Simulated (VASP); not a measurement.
A VASP calculation is set up with these files.

**INCAR**
```
EDIFF = 1E-6   # SCF stop (eV)
SIGMA = 0.136
ISIF = 2
NELM = 100   # most electronic steps
ALGO = Normal
SYSTEM = IrSe2
LCHARG = .FALSE.
PREC = Accurate
LWAVE = .FALSE.
LASPH = .TRUE.   # aspherical one-centre terms
ISMEAR = -1   # Fermi-Dirac
LREAL = .FALSE.   # projection in real space or not
GGA = PE   # PBE
LMAXMIX = 6   # l cut-off of mixed one-centre charges
ENCUT = 300   # plane-wave cut-off (eV)
```

### KPOINTS
```
Automatic mesh
0
Gamma
3 2 3
0 0 0
```

POSCAR:
```
IrSe2
1
    4.9961030000     0.0000000000     0.0000000000
    0.0000000000     6.0977050000     0.0000000000
    0.0000000000     0.0000000000     3.8065970000
Ir Se
2 4
Direct
 -0.0034270000   0.0019950000  -0.0140870000
  0.4990440000   0.4945620000   0.5036820000
  0.2112610000   0.3754310000   0.0024850000
  0.7041290000   0.1192380000   0.5186280000
  0.3008050000   0.8827040000   0.4879450000
  0.7881890000   0.6260700000   0.0013480000
```

POTCAR, in this order: Ir Se (PBE.64 set). Program: vasp_std.

Q: Translate this PBE calculation to Ansatz.

A: One equivalent input (not run):
Ansatz 0.2 input:
```yaml
crystal:
  lattice:
    - [4.9961030, 0.0000000, 0.0000000]
    - [0.0000000, 6.0977050, 0.0000000]
    - [0.0000000, 0.0000000, 3.8065970]
  atoms:
    - { symbol: Ir, position: [-0.0034270, 0.0019950, -0.0140870] }
    - { symbol: Ir, position: [0.4990440, 0.4945620, 0.5036820] }
    - { symbol: Se, position: [0.2112610, 0.3754310, 0.0024850] }
    - { symbol: Se, position: [0.7041290, 0.1192380, 0.5186280] }
    - { symbol: Se, position: [0.3008050, 0.8827040, 0.4879450] }
    - { symbol: Se, position: [0.7881890, 0.6260700, 0.0013480] }
kpoints:
  mp_grid: { grid: [3, 2, 3] }
hamiltonian:
  xc: pbe
  pseudopotentials: { kind: paw }
scf:
  occupations: { method: fermi_dirac, width: 0.136 }
  max_iter: 100
output: { forces: true, stress: true, eigenvalues: true }
```
Limits of the translation: each code has its own PAW files, so the cut-off isn't converted (ENCUT is set for VASP's; basis.ecutwfc is left out, and Ansatz then takes the one that its files recommend); Ansatz stops its SCF on the density residual and VASP on the energy change (EDIFF).

The structure was generated: IrSe2 was put into an ordered model structure, which need not be its known phase. The cell was not relaxed at this level, atoms are displaced from their ideal sites. The k-mesh is coarse (spacing up to 0.55 per Å, 2π included), so the numbers may not be converged in it.
